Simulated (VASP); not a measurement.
All values below come from PBE GGA, VASP's PBE PAW potentials (set 64) (plane waves; VASP).

A VASP calculation is set up with these files.

File POSCAR:
```
CaO
1.0
  0.0000000000   2.3554298757   2.3554298757
  2.3554298757   0.0000000000   2.3554298757
  2.3554298757   2.3554298757   0.0000000000
Ca O
1 1
Cart
  0.0000000000   0.0000000000   0.0000000000
  2.3554298757   2.3554298757   2.3554298757
```

### INCAR
```
ALGO = Normal
EDIFF = 1E-6
EDIFFG = -0.02
ENCUT = 620
GGA = PE
IBRION = 2
ISIF = 3
ISMEAR = 0
LASPH = T
LCHARG = F
LREAL = F
LWAVE = F
NELM = 100
NSW = 40
PREC = Accurate
PSTRESS = 100
SIGMA = 0.05
SYSTEM = CaO
```

KPOINTS:
```
Automatic mesh
0
Gamma
10 10 10
0 0 0
```

POTCAR, in this order: Ca_sv O (PBE.64 set). Program: vasp_std.

Output of the run:

OSZICAR:
```
       N       E                     dE             d eps       ncg     rms          rms(c)
DAV:   1     0.144435462623E+03    0.14444E+03   -0.96399E+03  1128   0.158E+03
DAV:   2    -0.678044881969E+01   -0.15122E+03   -0.14285E+03  1300   0.363E+02
DAV:   3    -0.142198478164E+02   -0.74394E+01   -0.73791E+01  1432   0.830E+01
DAV:   4    -0.144638642430E+02   -0.24402E+00   -0.24385E+00  1668   0.134E+01
DAV:   5    -0.144656208767E+02   -0.17566E-02   -0.17565E-02  1372   0.131E+00    0.858E+00
DAV:   6    -0.127761736821E+02    0.16894E+01   -0.84277E+00  1308   0.278E+01    0.349E+00
DAV:   7    -0.127435436575E+02    0.32630E-01   -0.67395E-01  1512   0.833E+00    0.172E+00
DAV:   8    -0.127437935899E+02   -0.24993E-03   -0.82459E-02  1240   0.333E+00    0.437E-01
DAV:   9    -0.127415672314E+02    0.22264E-02   -0.25525E-02  1408   0.140E+00    0.135E-01
DAV:  10    -0.127419432356E+02   -0.37600E-03   -0.21793E-03  1240   0.489E-01    0.263E-02
DAV:  11    -0.127420123690E+02   -0.69133E-04   -0.35232E-04  1572   0.163E-01    0.306E-02
DAV:  12    -0.127419960944E+02    0.16275E-04   -0.66069E-05  1308   0.918E-02    0.389E-03
DAV:  13    -0.127419961823E+02   -0.87864E-07   -0.41350E-06  1480   0.215E-02
   1 F= -.11110711E+02 E0= -.11110711E+02  d E =-.111107E+02
```

File OUTCAR:
```
------------------------ aborting loop because EDIFF is reached ----------------------------------------
  FORCE on cell =-STRESS in cart. coord.  units (eV):
  Direction    XX          YY          ZZ          XY          YZ          ZX
  --------------------------------------------------------------------------------------
  Total        1.6286866      1.6286866      1.6286866      0.0000000      0.0000000     -0.0000000
  in kB       99.8406915     99.8406915     99.8406915      0.0000000      0.0000000     -0.0000000
  external PRESSURE =      -0.1593085 kB  Pullay stress =     100.0000000 kB
  volume of cell :       26.14
      direct lattice vectors                 reciprocal lattice vectors
     0.000000000  2.355429876  2.355429876    -0.212275477  0.212275477  0.212275477
     2.355429876  0.000000000  2.355429876     0.212275477 -0.212275477  0.212275477
     2.355429876  2.355429876  0.000000000     0.212275477  0.212275477 -0.212275477
  FREE ENERGIE OF THE ION-ELECTRON SYSTEM (eV)
  ---------------------------------------------------
  free  energy   TOTEN  =       -12.7419961823 eV

  energy  without entropy=      -12.7419961823  energy(sigma->0) =      -12.74199618
  enthalpy is  TOTEN    =       -11.1107107759 eV   P V=        1.6312854064

 reached required accuracy - stopping structural energy minimisation
```
(Selected blocks of OUTCAR.)

The compound is CaO in the rock salt structure. It was relaxed first under an external pressure of 10 GPa.
